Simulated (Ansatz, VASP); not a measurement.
## Cross-check of GaN (GaN (P6_3mc)) between VASP and Ansatz

One calculation is typed for both programs; each brings its own data sets. How far apart do they land? The cell is taken from a series of runs on this material, whose earlier steps may have relaxed, scaled, displaced or heated it; both programs get it as it stands.

Method: plane waves, with VASP 6.6.1 beside it; single point at HSE06, in Ansatz 0.2.0.

### 1. The structure

It takes space group P6_3mc (No. 186, hexagonal). Conventional cell: a = 3.183 Å, b = 3.183 Å, c = 5.184 Å, α = 90.00°, β = 90.00°, γ = 120.00°. Nearest to Ga lie 4 N at 1.95 Å. N has 4 Ga at 1.95 Å nearest. Farther neighbours and most contacts between anions are not listed.

Coordinates:

```cif
data_structure
_symmetry_space_group_name_H-M 'P6_3mc'
_symmetry_Int_Tables_number 186
_cell_length_a 3.1833
_cell_length_b 3.1833
_cell_length_c 5.1838
_cell_angle_alpha 90.000
_cell_angle_beta 90.000
_cell_angle_gamma 120.000
_cell_volume 45.49
loop_
_atom_site_label
_atom_site_type_symbol
_atom_site_symmetry_multiplicity
_atom_site_Wyckoff_symbol
_atom_site_fract_x
_atom_site_fract_y
_atom_site_fract_z
_atom_site_occupancy
Ga1 Ga 2 b 0.66667 0.33333 0.49911 1
N1 N 2 b 0.66667 0.33333 0.87589 1
```

### 2. Ansatz: single point, HSE06

Ansatz runs on its PAW soft_1 files.

With cell and atoms fixed, the geometry can't cause a difference; cores, projectors, grids and the points listed under the comparison can.

The input, input.yaml:

```yaml
crystal:
  lattice:
    - [3.1832726057, 0.0, 0.0]
    - [-1.5916363029, 2.7567949437, 0.0]
    - [0.0, 0.0, 5.1838317307]
  atoms:
    - { symbol: Ga, position: [0.6666666667, 0.3333333333, 0.4991062363] }
    - { symbol: Ga, position: [0.3333333333, 0.6666666667, 0.9991062363] }
    - { symbol: "N", position: [0.6666666667, 0.3333333333, 0.8758937637] }
    - { symbol: "N", position: [0.3333333333, 0.6666666667, 0.3758937637] }
basis:
  ecutwfc: 420.0
  ecutrho_ratio: 4
  xc_grid: 2
  precision: f64
hamiltonian:
  xc: hse06
  pseudopotentials:
    kind: paw
    azcp:
      folder: soft_1
      "N": "soft_1/N.paw.azcp"
      Ga: "soft_1/Ga.paw.azcp"
kpoints:
  mp_grid: { grid: [8, 8, 4] }
scf:
  occupations: { method: fixed }
output:
  eigenvalues: true
checkpoint:
  write: "../edges.hyb.run"
  compress: false
  write_wavefunctions: true
  write_every: 100000
```

Command:

```console
$ ansatz run input.yaml --threads 32 --pin off --max-ram 84787MiB --backend cuda --events-out ev --progress --plain --runs-dir out --max-vram 78GiB
```

Numbers of over 12 decimals in the logs are rounded to 6 here.

Log:

```text
Engine: ansatz 0.2.0, aarch64-unknown-linux-gnu
Pseudopotentials: kind: paw
Pseudopotential: Ga, paw, valence charge 13, recommended cutoff 420 eV (normal), soft_1/Ga.paw.azcp
Pseudopotential: N, paw, valence charge 5, recommended cutoff 420 eV (normal), soft_1/N.paw.azcp
Functional definition: HSE06
  parameter a = 0.25
  parameter omega = 0.11/bohr
  exchange = pbe_x - a*pbe_x_sr(omega) + a*exact_x_sr(omega)
  correlation = pbe_c
davidson cushion auto → on  (no smearing: the cushion is to keep the highest requested band from converging to the state above it; pin scf.eigensolver.cushion to override)
device memory: the entry about to start is reckoned to put 0.7 GiB on a device that reports 173.3 GiB free (of which the cap on the GPU budget leaves the run 78.0 GiB)
GPU FFT provider: cuFFT
GPU libraries: cuBLAS 13.8.1, cuFFT 12.4.0, cuSOLVER 12.3.2
Crystal: 4 atoms, lattice volume = 45.491 Å³
Basis set: ecut = 420 eV, 893 PW (Γ), exchange–correlation on 48×48×72 points (8 copies of the dense FFT grid, shifted against one another)
Bands: 22, of which v1, the nominal top of the filled ones, is band 18 counted from 1 (17 counted from 0)
Symmetry: 12 space group operations
Space group: P63mc (ITA 186), of the structure as read, at distance tolerance 3.6e-5 Å
k-points: 30 of 256 (time reversal used)
Non-local potential: Ga, projectors of the file, l = 0: 2, l = 1: 2, l = 2: 3, l = 3: 1
Non-local potential: N, projectors of the file, l = 0: 2, l = 1: 2, l = 2: 1
PAW form: soft (Blöchl's): semilocal exchange-correlation on the pseudo side does not see the compensation charge
PAW frozen core: Ga, regenerated for the run's functional, and the local potential with it (the file was generated under x = pbe(κ = 0.804, μ = 0.219515), c = pbe(β = 0.066725))
PAW frozen core: N, regenerated for the run's functional, and the local potential with it (the file was generated under x = pbe(κ = 0.804, μ = 0.219515), c = pbe(β = 0.066725))
PAW one-centre angular grid: Ga, 590 points (default); XC on 64 Gauss nodes
PAW one-centre angular grid: N, 110 points (default); XC on 64 Gauss nodes
Initial density: superposition of atomic densities (chi_scale 0.1, normalization cell, long waves kept (reshape's long-wave potential 0.00 eV rms))
Initial wavefunctions: pseudopotential atomic-orbital guess
GPU buffer pool allocated for 20736 grid points (all kernels)
GPU transforms: local potential and band sums: pruned to the plane-wave sphere, on 24×24×36
Functional: x = pbe(κ = 0.804, μ = 0.219515), c = pbe(β = 0.066725), warm-up for x = pbe(κ = 0.804, μ = 0.219515) + 0.25 (exact − pbe) at short range (hse, ω = 0.207870 Å⁻¹), c = pbe(β = 0.066725); HSE06 as pw.x's `hse` composes it (authors' and Libxc's form: `xc: wpbeh`)
SCF iter   1: F=—  HF=-8337.148872 eV  |Δ(HF+E_count)|=         —  Δρ=1.14e-1  dr2=5.18e0  Hψ=1967
preconditioner: auto → none  [insulator: Δε(μ)=2.760 eV  Ē_g=16.910 eV  n_scr=22 (ndim 8)  ℏωp=33.0 eV  f_vac=0.000]
SCF iter   2: F=—  HF=-8336.082521 eV  |Δ(HF+E_count)|=    1.07e0  Δρ=6.25e-2  dr2=1.08e0  Hψ=1754
iter 3 solved again at ethr=2.59e-4 eV; its pass at ethr=3.01e-3 eV (dr2=9.31e-2 eV) is discarded
SCF iter   3: F=—  HF=-8335.834004 eV  |Δ(HF+E_count)|=   2.49e-1  Δρ=2.11e-2  dr2=9.44e-2  Hψ=3178
SCF iter   4: F=—  HF=-8335.829747 eV  |Δ(HF+E_count)|=   4.26e-3  Δρ=6.19e-3  dr2=8.00e-3  Hψ=1475
SCF iter   5: F=-8335.825948 eV  HF=-8335.825988 eV  |Δ(HF+E_count)|=   3.76e-3  Δρ=9.27e-4  dr2=1.72e-4  Hψ=1941
SCF 1 stopped early in 5 iterations: F = -8335.825948 eV  dr2 = 1.72e-4
  greatest PAW one-centre occupation: 0.995 electrons in one spin orbital (limit 2), on the Ga atom at site 1 (counted from 0), in its partial waves of l = 2
device memory: the entry about to start is reckoned to put 1.3 GiB on a device that reports 173.2 GiB free (of which the cap on the GPU budget leaves the run 78.0 GiB)
GPU FFT provider: cuFFT
GPU libraries: cuBLAS 13.8.1, cuFFT 12.4.0, cuSOLVER 12.3.2
Initial density: handed on by an earlier stage of this run
Initial wavefunctions: those handed on with the density
GPU buffer pool allocated for 20736 grid points (all kernels)
GPU transforms: local potential and band sums: pruned to the plane-wave sphere, on 24×24×36
Functional: x = pbe(κ = 0.804, μ = 0.219515) + 0.25 (exact − pbe) at short range (hse, ω = 0.207870 Å⁻¹), c = pbe(β = 0.066725); HSE06 as pw.x's `hse` composes it (authors' and Libxc's form: `xc: wpbeh`)
Exchange kernel: α = 0.2500, screened, ω = 0.2079 Å⁻¹, Wigner–Seitz truncation, v(0) = 1046.5160 eV·Å³, q-mesh 8×8×4, nearest image of the exchange supercell L = 20.74 Å, pair-density grid 15×15×24, without the augmentation charges, whose exchange is taken in its separable form by FFT convolution over the k-point mesh (sized by the pseudopotential files, 20×20×36 at the most), smooth part of the exact exchange by den
Frozen-core exchange: fock
SCF iter   1: F=—  HF=-8336.837365 eV  |Δ(HF+E_count)|=         —  Δρ=1.97e-2  dr2=7.04e-2  Hψ=3588
preconditioner: auto → none  [insulator: Δε(μ)=3.147 eV  Ē_g=19.732 eV  n_scr=22 (ndim 8)  ℏωp=33.0 eV  f_vac=0.008]
SCF iter   2: F=—  HF=-8336.805038 eV  |Δ(HF+E_count)|=   3.23e-2  Δρ=2.84e-3  dr2=3.70e-3  Hψ=2789
SCF iter   3: F=—  HF=-8336.821502 eV  |Δ(HF+E_count)|=   1.65e-2  Δρ=2.12e-3  dr2=8.87e-4  Hψ=2450
SCF iter   4: F=—  HF=-8336.821245 eV  |Δ(HF+E_count)|=   2.57e-4  Δρ=2.31e-4  dr2=2.82e-5  Hψ=1781
SCF iter   5: F=-8336.821428 eV  HF=-8336.821431 eV  |Δ(HF+E_count)|=   1.87e-4  Δρ=1.96e-4  dr2=6.60e-6  Hψ=2703
SCF 2 stopped early in 5 iterations: F = -8336.821428 eV  dr2 = 6.60e-6
hybrid outer 1: dexx = +1.780e-2 eV, tail = 9.07e-5 eV
GPU FFT provider: cuFFT
GPU libraries: cuBLAS 13.8.1, cuFFT 12.4.0, cuSOLVER 12.3.2
GPU buffer pool allocated for 20736 grid points (all kernels)
GPU transforms: local potential and band sums: pruned to the plane-wave sphere, on 24×24×36
Exchange kernel: α = 0.2500, screened, ω = 0.2079 Å⁻¹, Wigner–Seitz truncation, v(0) = 1046.5160 eV·Å³, q-mesh 8×8×4, nearest image of the exchange supercell L = 20.74 Å, pair-density grid 15×15×24, without the augmentation charges, whose exchange is taken in its separable form by FFT convolution over the k-point mesh (sized by the pseudopotential files, 20×20×36 at the most), smooth part of the exact exchange by den
Frozen-core exchange: fock
SCF iter   1: F=—  HF=-8336.820787 eV  |Δ(HF+E_count)|=         —  Δρ=9.66e-5  dr2=4.26e-6  Hψ=1606
preconditioner: auto → none  [insulator: Δε(μ)=3.196 eV  Ē_g=19.546 eV  n_scr=22 (ndim 8)  ℏωp=33.0 eV  f_vac=0.012]
iter 2 solved again at ethr=1.37e-10 eV; its pass at ethr=9.39e-9 eV (dr2=4.94e-8 eV) is discarded
SCF iter   2: F=—  HF=-8336.820788 eV  |Δ(HF+E_count)|=   1.42e-6  Δρ=1.49e-5  dr2=2.47e-7  Hψ=3969
SCF iter   3: F=-8336.820790 eV  HF=-8336.820790 eV  |Δ(HF+E_count)|=   1.66e-6  Δρ=1.55e-5  dr2=5.76e-8  Hψ=2840
SCF 3 converged in 3 iterations: F = -8336.820790 eV  dr2 = 5.76e-8
  greatest PAW one-centre occupation: 0.995 electrons in one spin orbital (limit 2), on the Ga atom at site 0 (counted from 0), in its partial waves of l = 2
hybrid outer 2: dexx = +1.360e-6 eV, tail = 2.87e-7 eV, Δε = 3.21e-3 eV (about 2.27e-4 eV left of the loop's levels)
hybrid SCF converged: 2 outer / 8 inner (+5 warm-up), last move |dexx| = 1.36e-6 eV, tail = 2.87e-7 eV
Stability not checked: this state was not tested for a lower state beside it, because the functional holds exact exchange (a hybrid, or Hartree-Fock), whose exchange loop this test does not read (fock_operator; see scf.lower_state_search)
Free energy (F): -8336.820789 eV
Frozen-core exchange: fock
Harris-Foulkes:  -8336.820789 eV  (|F-HF|=1.01e-7)
Internal energy: -8336.820789 eV  (E = F + TS)
E sigma→0 (E₀):  -8336.820789 eV
Fermi energy:    8.914536 eV
--- Per-component energies (eV) ---
  E_band       = -90.464704
  E_kinetic    = 480.769385
  E_local      = -2831.914424  (includes V_loc(G=0)·N_el)
  E_nonlocal   = -109.486078
  E_hartree    = 1801.389485
  E_xc         = -197.030687
  E_vxc        = -209.358536  (∫ρ·V_xc dr)
  E_exx        = -124.050719  (= α·E_x^exact, valence–valence)
  E_paw        = -4178.671806  (= ΣΔE_a)
  E_vpaw       = -775.165682  (= ΣTr[D̂ρ^β])
  E_aug_tail   = 0.001464  (compensation charges beyond the density's cutoff)
  E_ewald      = -3178.007619
  E_core_change = 0.180208  (= ΣΔE_core)
  E_smearing   = -0.000000  (= −TS)
  E_closure    = -0.000000  (closes the sum)
  Σ components = -8336.820789   (vs F -8336.820789, Δ=-1.82e-12)
--- Band table (eV; the first three rows and the last of 30) ---
  k-point 0: bands = ["-8.6043", "-8.0236", "-6.7582", "-6.7418", "-6.7418", "-6.6821", "-6.6821", "-6.4882", "-6.4882", "-6.3989", "-6.3989", "-4.7015", "1.3369", "7.7926", "7.7926", "8.8819", "8.914
  k-point 1: bands = ["-8.4472", "-8.0415", "-6.7377", "-6.7377", "-6.6951", "-6.6951", "-6.6635", "-6.4710", "-6.4710", "-6.4081", "-6.4081", "-5.3048", "2.4381", "7.3482", "7.9491", "7.9491", "8.742
  k-point 2: bands = ["-8.1665", "-8.1665", "-6.7207", "-6.7207", "-6.7207", "-6.7207", "-6.4356", "-6.4356", "-6.4356", "-6.4356", "-6.2141", "-6.2141", "4.7961", "4.7961", "8.3383", "8.3383", "8.338
  k-point 29: bands = ["-7.9101", "-7.9101", "-6.6305", "-6.6305", "-6.6038", "-6.6038", "-6.4770", "-6.4770", "-6.4400", "-6.4400", "-4.2433", "-4.2433", "2.2504", "2.2504", "4.7067", "4.7067", "7.29
```

The column dr2 measures how far the density is from self-consistency, as an energy; F and HF (Harris–Foulkes) agree once it is small.

(Part 1 of 2 ends here.)

[Lines on the potential files, build, host, timing and source positions are cut from VASP's logs without a mark.]

[Logs are printed without paths, hosts, clocks, repeated set-up lines and the standing remarks that a program may print on its own settings, such as how far it seeks lower states.]

[Hosts, paths, dates, database ids (printed as entryN), source tags and the programs' standing remarks are cut or masked in the printed files.]
